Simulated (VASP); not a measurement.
Tm (hcp): the lattice constant c from VASP (plane waves, PAW) at several levels of theory. Static lattice. The 4f electrons are frozen in the core of the lanthanide potential, so 4f levels, which can set the real gap, and their magnetism are missing. The measured value holds thermal and zero-point effects that the static calculation lacks.

| level | lattice constant c (Å) | error against measurement |
|---|---|---|
| PW91 | 5.524 | -0.5 % |
| optB86b-vdW | 5.467 | -1.6 % |
| TPSS | 5.494 | -1.1 % |

Measured: 5.554 Å at 293 K (as given by Wikipedia, Thulium (infobox)).

The cell of the PW91 run:

```
CELL_PARAMETERS angstrom
      1.77787    -3.07936     0.00000
      1.77787     3.07936     0.00000
      0.00000     0.00000     5.52453
ATOMIC_POSITIONS crystal
  Tm 0.33333 0.66667 0.25000
  Tm 0.66667 0.33333 0.75000
```

Only levels that ran to the end are used. Left out are those held back, those with too coarse a band path, GW runs whose mesh misses a band edge, hybrids' fits of cells that aren't cubic and levels without matching references; a question may draw on a part of the rest.

The compound is Tm in the hcp structure.
